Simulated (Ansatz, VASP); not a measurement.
# Cross-check of Zn2As between VASP and Ansatz

One calculation is typed for both programs; each brings its own data sets and cutoff. How far apart do they land? The cell is generated by rule, not measured, and may not be a known phase. The cell is taken from a series of VASP runs on this material, whose earlier steps may have relaxed, scaled or displaced it; both programs get it as it stands.

Calculated with Ansatz 0.2.0; plane waves, with VASP 6.6.1 beside it; single point at PBE.

**1. The starting structure**

It takes space group R-3m (No. 166, trigonal). The conventional cell has a = 4.682 Å, b = 4.682 Å, c = 8.924 Å, α = 90.00°, β = 90.00°, γ = 120.00°. Nearest to Zn lie 4 As at 2.57 to 2.73 Å and 3 Zn at 2.82 Å. Nearest to As lie 8 Zn at 2.57 to 2.73 Å. Farther neighbours are not listed.

**2. VASP: single point, PBE**

With cell and atoms fixed, the geometry can't cause a difference; cores, projectors, grids and the points listed under the comparison can.

Lines of VASP's logs that name or quote its potential files are left out, and so is its time.

File INCAR:

```
SYSTEM = Zn2As
PREC = Accurate
ENCUT = 400
EDIFF = 1E-06
NELM = 100
ISMEAR = -1
SIGMA = 0.05
LREAL = .FALSE.
ALGO = Normal
GGA = PE
LORBIT = 11
LWAVE = .FALSE.
LCHARG = .FALSE.
ISIF = 2
```

File POSCAR:

```
Zn2As
1.0
    2.3409709254      1.3515601953      2.9746342442
   -2.3409709254      1.3515601953      2.9746342442
    0.0000000000     -2.7031203804      2.9746342441
Zn As
2 1
Direct
    0.7883253210      0.7883253210      0.7883253210
    0.2116746790      0.2116746790      0.2116746790
    0.5000000000      0.5000000000      0.5000000000
```

File KPOINTS:

```
Automatic mesh
0
Gamma
6 6 6
0 0 0
```

PAW data sets: Zn and As (PBE family, release 64).

Command:

```bash
> mpirun -np 1 vasp_std
```

Numbers of over 12 decimals in the logs are rounded to 6 here.

Output:

```text
[banner, memory and clock lines left out]
running    1 mpi-ranks, on    1 nodes
 distrk:  each k-point on    1 cores,    1 groups
 distr:  one band on    1 cores,    1 groups

 POSCAR found type information on POSCAR ZnAs
 POSCAR found :  2 types and       3 ions
 LDA part: xc-table for (Slater+PW92), standard interpolation
 POSCAR, INCAR and KPOINTS ok, starting setup
 FFT: planning ... GRIDC
 FFT: planning ... GRID_SOFT
 FFT: planning ... GRID
 WAVECAR not read
 entering main loop
       N       E                     dE             d eps       ncg     rms          rms(c)
DAV:   1     0.124386369166E+03    0.12439E+03   -0.12340E+04  1160   0.173E+03
DAV:   2    -0.581720451471E+00   -0.12497E+03   -0.12280E+03  1162   0.303E+02
DAV:   3    -0.713823770519E+01   -0.65565E+01   -0.64248E+01  1296   0.775E+01
DAV:   4    -0.723638582766E+01   -0.98148E-01   -0.97316E-01  1258   0.821E+00
DAV:   5    -0.723715007692E+01   -0.76425E-03   -0.76387E-03  1284   0.617E-01    0.435E+00
DAV:   6    -0.684735374780E+01    0.38980E+00   -0.14827E+00  1494   0.278E+01    0.343E+00
DAV:   7    -0.683362123000E+01    0.13733E-01   -0.29623E-01  1222   0.542E+00    0.148E+00
DAV:   8    -0.683028685946E+01    0.33344E-02   -0.56521E-03  1238   0.729E-01    0.503E-01
DAV:   9    -0.682962597189E+01    0.66089E-03   -0.10280E-03  1412   0.345E-01    0.688E-02
DAV:  10    -0.682963736632E+01   -0.11394E-04   -0.18375E-04  1218   0.128E-01    0.209E-02
DAV:  11    -0.682964029448E+01   -0.29282E-05   -0.12612E-05  1222   0.394E-02    0.382E-03
DAV:  12    -0.682963993196E+01    0.36252E-06   -0.24625E-06   910   0.140E-02
   1 F= -.68296399E+01 E0= -.68281615E+01  d E =-.295682E-02
```

Parts of OUTCAR (step 2):

```text
ion  position               nearest neighbor table
   1  0.788  0.788  0.788-   3 2.57   3 2.73   3 2.73   3 2.73   2 2.82   2 2.82   2 2.82
   2  0.212  0.212  0.212-   3 2.57   3 2.73   3 2.73   3 2.73   1 2.82   1 2.82   1 2.82
   3  0.500  0.500  0.500-   1 2.57   2 2.57   2 2.73   1 2.73   2 2.73   2 2.73   1 2.73   1 2.73

  LATTYP: Found a trigonal (rhomboedric) cell.
 ALAT       =     4.0193667066
 COS(alpha) =     0.3215672980

 Subroutine GETGRP returns: Found 12 space group operations
 (whereof 12 operations were pure point group operations)

The static configuration has the point symmetry D_3d.

 Found     32 irreducible k-points:

   k-points           NKPTS =     32   k-points in BZ     NKDIM =     32   number of bands    NBANDS=     18

   dimension x,y,z NGX =    28 NGY =   28 NGZ =   28
   dimension x,y,z NGXF=    56 NGYF=   56 NGZF=   56

   ENCUT  =  400.0 eV  29.40 Ry    5.42 a.u.   6.55  6.55  6.55*2*pi/ulx,y,z

   NELECT =      29.0000    total number of electrons

 k-points in reciprocal lattice and weights: Automatic mesh
   0.00000000  0.00000000  0.00000000       0.005
   0.16666667  0.00000000  0.00000000       0.028
   0.33333333  0.00000000 -0.00000000       0.028
   0.50000000  0.00000000 -0.00000000       0.014
   0.16666667  0.16666667  0.00000000       0.028
   0.33333333  0.16666667 -0.00000000       0.056
   0.50000000  0.16666667 -0.00000000       0.056
  -0.33333333  0.16666667  0.00000000       0.056
  -0.16666667  0.16666667  0.00000000       0.028
[...]
-0.33333333  0.50000000  0.33333333       0.028
   0.50000000  0.50000000  0.50000000       0.005

 average (electrostatic) potential at core
       1 -36.4360       2 -36.4360       3 -51.5075

 E-fermi :   3.3421

 k-point     1 :       0.0000    0.0000    0.0000
  band No.  band energies     occupation
    ...
     11      -3.7087      2.00000
     12       1.2379      2.00000
     13       2.5063      2.00000
     14       2.5063      2.00000
     15       2.5394      2.00000
     16       4.6692      0.00000
     17       4.6692      0.00000
     18       7.5352      0.00000

 k-point     2 :       0.1667    0.0000    0.0000
  band No.  band energies     occupation
    ...
     11      -3.6840      2.00000
     12      -0.3265      2.00000
     13       2.1380      2.00000
     14       2.1502      2.00000
     15       3.0654      1.99213
     16       5.4094      0.00000
     17       5.6848      0.00000
     18       7.8862      0.00000

 k-point     3 :       0.3333    0.0000   -0.0000
  band No.  band energies     occupation
    ...
     11      -3.6886      2.00000
     12      -2.3639      2.00000
     13       1.6989      2.00000
     14       2.1127      2.00000
     15       3.1379      1.96686
     16       6.3469      0.00000
     17       6.8107      0.00000
     18       7.9343      0.00000

  Total       -0.0086599     -0.0086599     -0.0073983      0.0000000     -0.0000000      0.0000000
  in kB       -0.2457009     -0.2457009     -0.2099053      0.0000000     -0.0000000      0.0000000
  external PRESSURE =      -0.2337690 kB  Pullay stress =       0.0000000 kB

  energy-cutoff  :      400.00
  volume of cell :       56.47
      direct lattice vectors                 reciprocal lattice vectors
     2.340970925  1.351560195  2.974634244     0.213586591  0.123314276  0.112058595
    -2.340970925  1.351560195  2.974634244    -0.213586591  0.123314276  0.112058595
     0.000000000 -2.703120380  2.974634244     0.000000000 -0.246628552  0.112058595

 POSITION                                       TOTAL-FORCE (eV/Angst)
 -----------------------------------------------------------------------------------
      0.00000      0.00000      7.03494        -0.000000      0.000000      0.001991
      0.00000      0.00000      1.88896        -0.000000     -0.000000     -0.001991
      0.00000      0.00000      4.46195         0.000000     -0.000000     -0.000000
 -----------------------------------------------------------------------------------
    total drift:                               -0.000000     -0.000000      0.000000

  FREE ENERGIE OF THE ION-ELECTRON SYSTEM (eV)
  ---------------------------------------------------
  free  energy   TOTEN  =        -6.8296399320 eV

  energy  without entropy=       -6.8266831088  energy(sigma->0) =       -6.82816152

 total charge
# of ion       s       p       d       tot
------------------------------------------
    1        0.611   0.341   9.745  10.697
    2        0.611   0.341   9.745  10.697
    3        1.256   1.448   0.039   2.743
--------------------------------------------------
tot          2.478   2.129  19.530  24.137

[... 3 further parts left out ...]
```

The run ends at a pressure of -0.02 GPa, with forces up to 0.0020 eV/Å.

**3. Ansatz: single point, PBE**

Ansatz runs on its default PAW (the set named soft_2) files.

The same cell, functional, mesh and smearing now go to Ansatz, which takes its cutoff from its data sets.

File input.yaml:

```yaml
crystal:
  lattice:
    - [2.3409709254, 1.3515601953, 2.9746342442]
    - [-2.3409709254, 1.3515601953, 2.9746342442]
    - [0.0, -2.7031203804, 2.9746342441]
  atoms:
    - { symbol: Zn, position: [0.788325321, 0.788325321, 0.788325321] }
    - { symbol: Zn, position: [0.211674679, 0.211674679, 0.211674679] }
    - { symbol: As, position: [0.5, 0.5, 0.5] }
hamiltonian:
  xc: pbe
  pseudopotentials: { kind: paw }
kpoints:
  mp_grid: { grid: [6, 6, 6] }
scf:
  occupations: { method: fermi_dirac, width: 0.05 }
  n_extra_bands: 4
output:
  forces: true
  stress: true
  eigenvalues: true
```

Command:

```bash
> ansatz run input.yaml --threads 2 --pin off --max-ram 4608MiB --backend cpu --events-out ev --progress --plain --runs-dir out
```

Output:

```text
scf.n_extra_bands = 4 over 20 filled bands (N_el = 39.0): the run solves 24 bands
Engine: ansatz 0.2.0, aarch64-unknown-linux-gnu
Pseudopotentials: kind: paw
Pseudopotential: Zn, paw, valence charge 12, recommended cutoff 420 eV (normal), Zn.paw.azcp
Pseudopotential: As, paw, valence charge 15, recommended cutoff 420 eV (normal), As.paw.azcp
Functional definition: PBE
  parameter kappa = 0.804
  parameter beta = 0.066725
  exchange = pbe_x(kappa = kappa, mu = beta*pi^2/3)
  correlation = pbe_c(beta = beta)
Crystal: 3 atoms, lattice volume = 56.470 Å³
Basis set: ecut = 420 eV, 1089 PW (Γ), exchange–correlation on 54×54×54 points (8 copies of the dense FFT grid, shifted against one another)
Bands: 24, of which v1, the nominal top of the filled ones, is band 20 counted from 1 (19 counted from 0)
Symmetry: 12 space group operations
Space group: R-3m (ITA 166), of the structure as read, at distance tolerance 3.8e-5 Å
k-points: 32 of 216
Non-local potential: Zn, projectors of the file, l = 0: 2, l = 1: 2, l = 2: 3, l = 3: 1
Non-local potential: As, projectors of the file, l = 0: 2, l = 1: 2, l = 2: 3, l = 3: 1
PAW form: soft (Blöchl's): semilocal exchange-correlation on the pseudo side does not see the compensation charge
PAW one-centre angular grid: Zn, 590 points (default); XC on 64 Gauss nodes
PAW one-centre angular grid: As, 590 points (default); XC on 64 Gauss nodes
Initial density: superposition of atomic densities (neutral atoms: chi_scale 0, normalization atom), corrected by the library's trained network
Initial wavefunctions: pseudopotential atomic-orbital guess
Functional: x = pbe(κ = 0.804, μ = 0.219515), c = pbe(β = 0.066725)
SCF iter   1: F=—  HF=-11494.141802 eV  |F-HF|=—  |Δ(HF+E_count)|=         —  Δρ=1.99e-3  dr2=3.93e-3  ethr=1.77e-3  ⟨swp⟩=5.9  Hψ=3655  notcnv=0
preconditioner: auto → none  [insulator: Δε(μ)=0.227 eV  Ē_g=10.402 eV  σ=0.050 eV  W_gap=0.56  n_scr=14 (ndim 8)  ℏωp=26.6 eV  f_vac=0.000  D(μ)=0.35/eV (n_scr^D=0)  ε∞_Penn≈7.5]
SCF iter   2: F=—  HF=-11494.140725 eV  |F-HF|=—  |Δ(HF+E_count)|=   1.08e-3  Δρ=9.49e-4  dr2=4.25e-4  ethr=1.01e-5  ⟨swp⟩=2.6  Hψ=1450  notcnv=0  defer=1
SCF iter   3: F=—  HF=-11494.140778 eV  |F-HF|=—  |Δ(HF+E_count)|=   5.32e-5  Δρ=4.18e-4  dr2=9.55e-5  ethr=1.09e-6  ⟨swp⟩=2.0  Hψ=1242  notcnv=0  defer=1
SCF iter   4: F=—  HF=-11494.140772 eV  |F-HF|=—  |Δ(HF+E_count)|=   6.23e-6  Δρ=2.47e-4  dr2=1.80e-5  ethr=2.45e-7  ⟨swp⟩=2.0  Hψ=1340  notcnv=0  defer=1
SCF iter   5: F=—  HF=-11494.140770 eV  |F-HF|=—  |Δ(HF+E_count)|=   1.59e-6  Δρ=4.60e-5  dr2=9.22e-7  ethr=4.61e-8  ⟨swp⟩=2.0  Hψ=1181  notcnv=0  defer=1
SCF iter   6: F=-11494.140770 eV  HF=-11494.140770 eV  |F-HF|=3.35e-8  |Δ(HF+E_count)|=   1.02e-7  Δρ=1.06e-5  dr2=3.61e-8  ethr=2.56e-10  ⟨swp⟩=3.2  Hψ=3501  notcnv=0
SCF 1 converged in 6 iterations: F = -11494.140770 eV  dr2 = 3.61e-8
  greatest PAW one-centre occupation: 0.999 electrons in one spin orbital (limit 2), on the As atom at site 2 (counted from 0), in its partial waves of l = 2
SCF converged after 6 iterations
Free energy (F): -11494.140770 eV
Harris-Foulkes:  -11494.140770 eV  (|F-HF|=3.35e-8)
Internal energy: -11494.137810 eV  (E = F + TS)
E sigma→0 (E₀):  -11494.139290 eV
Entropy (-TS):   -0.002960 eV (-0.987 meV/atom)
Fermi energy:    9.628052 eV
--- Per-component energies (eV) ---
  E_band       = -173.241860
  E_kinetic    = 363.889865
  E_local      = -5026.336222  (includes V_loc(G=0)·N_el)
  E_nonlocal   = 554.524109
  E_hartree    = 2337.259675
  E_xc         = -353.217968
  E_vxc        = -182.533545  (∫ρ·V_xc dr)
  E_paw        = -5488.178757  (= ΣΔE_a)
  E_vpaw       = -557.300659  (= ΣTr[D̂ρ^β])
  E_aug_tail   = -0.000716  (compensation charges beyond the density's cutoff)
  E_ewald      = -3882.077797
  E_smearing   = -0.002960  (= −TS)
  E_closure    = -0.000000  (closes the sum)
  Σ components = -11494.140770   (vs F -11494.140770, Δ=0.00e0)
--- Forces (eV/Å), atoms counted from 1 ---
  atom   1  Zn     0.00000000    -0.00000000    -0.00595263
  atom   2  Zn     0.00000000     0.00000000     0.00595263
  atom   3  As     0.00000000     0.00000000    -0.00000000
  max |Σ_I F_I| component: 6.94e-17 eV/Å
--- Stress (GPa, compression-positive) ---
        0.110626       0.000000      -0.000000
        0.000000       0.110626      -0.000000
       -0.000000      -0.000000       0.083840
  P = ⅓ Tr σ = 0.1017 GPa (1.017 kbar)
--- Band table (eV; the first three rows and the last of 32) ---
  k-point 0: bands = [... 16 lower, 7.5189, 8.7953, 8.7953, 8.8205, 10.9597, 10.9597, 13.8193, 15.0300]
  k-point 1: bands = [... 16 lower, 5.9621, 8.4214, 8.4386, 9.3484, 11.6997, 11.9699, 14.1762, 15.1259]
  k-point 2: bands = [... 16 lower, 3.9285, 7.9862, 8.3971, 9.4218, 12.6313, 13.1020, 14.2250, 15.3674]
  k-point 31: bands = [... 16 lower, 3.9991, 6.6773, 7.4935, 7.4935, 10.7799, 10.7799, 11.6115, 18.0106]
```

Elapsed: 2.5 s, on 2 threads of Arm Neoverse N1, shared host; peak memory 0.34 GiB; 4.5 s of CPU time.

The run ends at a pressure of 0.10 GPa, with forces up to 0.0060 eV/Å.

**4. Side by side**

Known differences besides the potentials themselves: the data sets hold 39 valence electrons in Ansatz (default PAW (the set named soft_2) files) and 29 in VASP; the cutoff is 420 eV in Ansatz and 400 eV in VASP; VASP leaves aspherical gradient terms in its spheres out (LASPH is not set), Ansatz keeps them. Total energies have different zeros and are not compared.

The two programs side by side:

| quantity | Ansatz | VASP | difference |
| --- | --- | --- | --- |
| pressure (GPa) | 0.10 | -0.02 | +0.13 |
| pressure without Ansatz's Pulay correction (GPa) | 0.03 | -0.02 | +0.06 |

At this near-relaxed geometry the largest component of a force difference is 8 meV/Å. Ansatz's pressure holds a Pulay correction of 0.07 GPa; VASP's holds none.

**5. Summary of results**

```yaml
difference_in_pressure_single_point_pbe: 0.13 GPa
```

**Reading.** The difference in pressure is 0.13 GPa (single point, PBE), within the 1 GPa picked in this series as the mark of a large difference. 1 further run of this series is not shown here. How closely two codes agree says nothing of how well the functional describes the real material.

[Lines on the potential files, build, host, timing and source positions are cut from VASP's logs without a mark.]

[Logs are printed without paths, hosts, clocks, repeated set-up lines and the standing remarks that a program may print on its own settings, such as how far it seeks lower states.]

[Hosts, paths, dates, database ids (printed as entryN), source tags and the programs' standing remarks are cut or masked in the printed files.]
